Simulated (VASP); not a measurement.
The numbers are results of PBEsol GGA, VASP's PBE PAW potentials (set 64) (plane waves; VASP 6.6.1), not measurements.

The input files of a VASP run:

KPOINTS:
```
Automatic mesh
0
Gamma
6 4 1
0 0 0
```

POSCAR:
```
NaH(110) slab
1
    3.3853969998     0.0000000000     0.0000000000
    0.0000000000     4.7876744790     0.0000000000
    0.0000000000     0.0000000000    24.8724035372
Na H
6 6
Direct
  0.0000000000   0.0000000000   0.3337710157
  0.5000000000   0.5000000000   0.3942027282
  0.0000000000   0.0000000000   0.4667466817
  0.5000000000   0.5000000000   0.5332533183
  0.0000000000   0.0000000000   0.6057972718
  0.5000000000   0.5000000000   0.6662289843
  0.5000000000   0.0000000000   0.3957943040
  0.0000000000   0.5000000000   0.3314410792
  0.5000000000   0.0000000000   0.5341647635
  0.0000000000   0.5000000000   0.4658352365
  0.5000000000   0.0000000000   0.6685589208
  0.0000000000   0.5000000000   0.6042056960
```

### INCAR
```
# general
SYSTEM  =  NaH(110) slab
PREC    =  Normal
ENCUT   =  400   # plane-wave cut-off (eV)
LREAL   =  .FALSE.
LASPH   =  .TRUE.   # aspherical one-centre terms

# electronic loop
EDIFF   =  1E-6   # SCF stop (eV)
NELM    =  100   # most electronic steps
NELMIN  =  4
ALGO    =  Normal   # blocked Davidson

# smearing
ISMEAR  =  0   # Gaussian
SIGMA   =  0.05   # width (eV)

# functional
GGA     =  PS

# output
LWAVE   =  .FALSE.
LCHARG  =  .FALSE.
LORBIT  =  11   # lm-projected
LVHAR   =  .TRUE.

# other
LDIPOL  =  .TRUE.
IDIPOL  =  3
DIPOL   =  0.5 0.5 0.5
```

POTCAR, in this order: Na_pv H (PBE.64 set). Program: vasp_std. Read from the step before: WAVECAR.

The resulting files:

File OUTCAR:
```
 ion  position               nearest neighbor table
   1  0.000  0.000  0.334-
   2  0.500  0.500  0.394-
   3  0.000  0.000  0.467-
   4  0.500  0.500  0.533-
   5  0.000  0.000  0.606-
   6  0.500  0.500  0.666-
   7  0.500  0.000  0.396-
   8  0.000  0.500  0.331-
   9  0.500  0.000  0.534-
  10  0.000  0.500  0.466-
  11  0.500  0.000  0.669-
  12  0.000  0.500  0.604-
  LATTYP: Found a simple orthorhombic cell.
 ALAT       =     3.3853969998
 B/A-ratio  =     1.4142136001
 C/A-ratio  =     7.3469680332
 Subroutine PRICEL returns:
 Original cell was already a primitive cell.
 Subroutine GETGRP returns: Found  8 space group operations
The static configuration has the point symmetry C_2v.
 The point group associated with its full space group is D_2h.
The dynamic configuration has the point symmetry C_2v.
 Subroutine INISYM returns: Found  8 space group operations
 Subroutine IBZKPT returns following result:
...
```

File OSZICAR:
```
       N       E                     dE             d eps       ncg     rms          rms(c)
DAV:   1    -0.294858635408E+02   -0.29486E+02   -0.15755E-05   669   0.168E-02    0.231E-03
DAV:   2    -0.294858629007E+02    0.64011E-06   -0.22955E-06   615   0.912E-03    0.162E-03
DAV:   3    -0.294858621493E+02    0.75135E-06   -0.57531E-07   577   0.420E-03    0.448E-04
DAV:   4    -0.294858619528E+02    0.19655E-06   -0.37455E-07   519   0.298E-03
   1 F= -.29485862E+02 E0= -.29485862E+02  d E =-.199525E-19
```

OUTCAR:
```
------------------------ aborting loop because EDIFF is reached ----------------------------------------
  FORCE on cell =-STRESS in cart. coord.  units (eV):
  Direction    XX          YY          ZZ          XY          YZ          ZX
  --------------------------------------------------------------------------------------
  Total        1.1805104     -2.8654993     -0.8567206      0.0000000      0.0000000      0.0000000
  in kB        4.6916804    -11.3883003     -3.4048488      0.0000000      0.0000000      0.0000000
  external PRESSURE =      -3.3671562 kB  Pullay stress =       0.0000000 kB
  volume of cell :      403.14
      direct lattice vectors                 reciprocal lattice vectors
     3.385397000  0.000000000  0.000000000     0.295386331  0.000000000  0.000000000
     0.000000000  4.787674479  0.000000000     0.000000000  0.208869672  0.000000000
     0.000000000  0.000000000 24.872403537     0.000000000  0.000000000  0.040205202
 POSITION                                       TOTAL-FORCE (eV/Angst)
 -----------------------------------------------------------------------------------
      0.00000      0.00000      8.30169         0.000000      0.000000      0.008063
      1.69270      2.39384      9.80477         0.000000      0.000000      0.012671
      0.00000      0.00000     11.60911         0.000000      0.000000      0.003480
      1.69270      2.39384     13.26329         0.000000      0.000000     -0.003480
      0.00000      0.00000     15.06763         0.000000      0.000000     -0.012671
      1.69270      2.39384     16.57072         0.000000      0.000000     -0.008063
      1.69270      0.00000      9.84436         0.000000      0.000000      0.015042
      0.00000      2.39384      8.24374         0.000000      0.000000      0.002681
      1.69270      0.00000     13.28596         0.000000      0.000000      0.008886
      0.00000      2.39384     11.58644         0.000000      0.000000     -0.008886
      1.69270      0.00000     16.62867         0.000000      0.000000     -0.002681
      0.00000      2.39384     15.02805         0.000000      0.000000     -0.015042
 -----------------------------------------------------------------------------------
    total drift:                                0.000000      0.000000      0.000000
  FREE ENERGIE OF THE ION-ELECTRON SYSTEM (eV)
  ---------------------------------------------------
  free  energy   TOTEN  =       -29.4858619528 eV

  energy  without entropy=      -29.4858619528  energy(sigma->0) =      -29.48586195

 total charge

# of ion       s       p       d       tot
------------------------------------------
    1        0.064   5.984   0.000   6.048
    2        0.065   5.995   0.000   6.060
    3        0.063   5.991   0.000   6.054
    4        0.063   5.991   0.000   6.054
    5        0.065   5.995   0.000   6.060
    6        0.064   5.984   0.000   6.048
    7        0.509   0.001   0.000   0.509
    8        0.491   0.000   0.000   0.492
    9        0.502   0.001   0.000   0.503
   10        0.502   0.001   0.000   0.503
   11        0.491   0.000   0.000   0.492
   12        0.509   0.001   0.000   0.509
--------------------------------------------------
tot          3.389  35.941   0.000  39.330
```
(Selected blocks of OUTCAR.)

### OUTCAR
```
 val. band max:       -2.7089785944   @ k =   0.5000   0.5000   0.0000

 cond. band min:       0.1766997169   @ k =   0.0000   0.5000   0.0000


 Fermi energy:        -2.3954984268

 k-point     1 :       0.0000    0.0000    0.0000
  band No.  band energies     occupation
      1     -25.7279      2.00000
      2     -25.7278      2.00000
      3     -25.6937      2.00000
      4     -25.6936      2.00000
      5     -25.6371      2.00000
      6     -25.6370      2.00000
      7     -25.0635      2.00000
      8     -25.0542      2.00000
      9     -25.0385      2.00000
     10     -25.0264      2.00000
     11     -25.0137      2.00000
     12     -25.0076      2.00000
     13     -24.7889      2.00000
     14     -24.7888      2.00000
     15     -24.7651      2.00000
     16     -24.7634      2.00000
     17     -24.7376      2.00000
     18     -24.7374      2.00000
     19      -6.5355      2.00000
     20      -5.8760      2.00000
     21      -4.7591      2.00000
     22      -3.5863      2.00000
     23      -3.1032      2.00000
     24      -3.0948      2.00000
     25       0.5167      0.00000
     26       0.5691      0.00000
     27       1.5528      0.00000
     28       1.7188      0.00000
     29       2.0834      0.00000
     30       2.3754      0.00000
     31       2.9266      0.00000

 k-point     2 :       0.1667    0.0000    0.0000
  band No.  band energies     occupation
      1     -25.7263      2.00000
      2     -25.7263      2.00000
      3     -25.7067      2.00000
      4     -25.7067      2.00000
      5     -25.6354      2.00000
      6     -25.6354      2.00000
      7     -25.0584      2.00000
      8     -25.0533      2.00000
      9     -25.0459      2.00000
     10     -25.0305      2.00000
     11     -25.0205      2.00000
     12     -25.0151      2.00000
     13     -24.7881      2.00000
     14     -24.7879      2.00000
     15     -24.7628      2.00000
     16     -24.7615      2.00000
     17     -24.7514      2.00000
...
```

The cell is a thin slab with vacuum, built from NaH (rock salt): (110) face.
